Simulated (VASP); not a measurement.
Calculation: PBE GGA with D3 dispersion (zero damping), VASP's PBE PAW potentials (set 64) (plane waves; VASP 6.6.1).

VASP input:

### INCAR
```
# general
SYSTEM = LiH
PREC   = Accurate
ENCUT  = 520   # plane-wave cut-off (eV)
LREAL  = .FALSE.   # projection in real space or not
LASPH  = .TRUE.

# electronic loop
EDIFF  = 1E-6   # SCF stop (eV)
NELM   = 100   # most electronic steps
ALGO   = Normal

# smearing
ISMEAR = 0
SIGMA  = 0.05   # width (eV)

# functional
GGA    = PE   # PBE
IVDW   = 11

# ions
IBRION = 2   # conjugate gradients
NSW    = 60   # most ionic steps
ISIF   = 3   # ions, shape and volume
EDIFFG = -0.01   # ionic stop

# output
LWAVE  = .FALSE.
LCHARG = .FALSE.
```

### POSCAR
```
LiH
1
   -0.0000000000     1.9523437288     1.9523437288
    1.9523437288     0.0000000000     1.9523437288
    1.9523437288     1.9523437288    -0.0000000000
Li H
1 1
Direct
  1.0000000000   1.0000000000   0.0000000000
  0.5000000000   0.5000000000   0.5000000000
```

### KPOINTS
```
Automatic mesh
0
Gamma
10 10 10
0 0 0
```

POTCAR, in this order: Li_sv H (PBE.64 set). Program: vasp_std.

Problem. What will the output report for the number of irreducible k-points (NKPTS), largest plane-wave count, number of space-group operations, FFT grid (NGX, NGY, NGZ)?

Solution. 
| Quantity | Result |
|---|---|
| number of irreducible k-points (NKPTS) | 47 |
| largest plane-wave count | 411 |
| number of space-group operations | 48 |
| FFT grid (NGX, NGY, NGZ) | 24 × 24 × 24 |

The compound is LiH in the rock salt structure. It was relaxed first, which changed the volume by -12 %. The start is the result of an earlier pass.
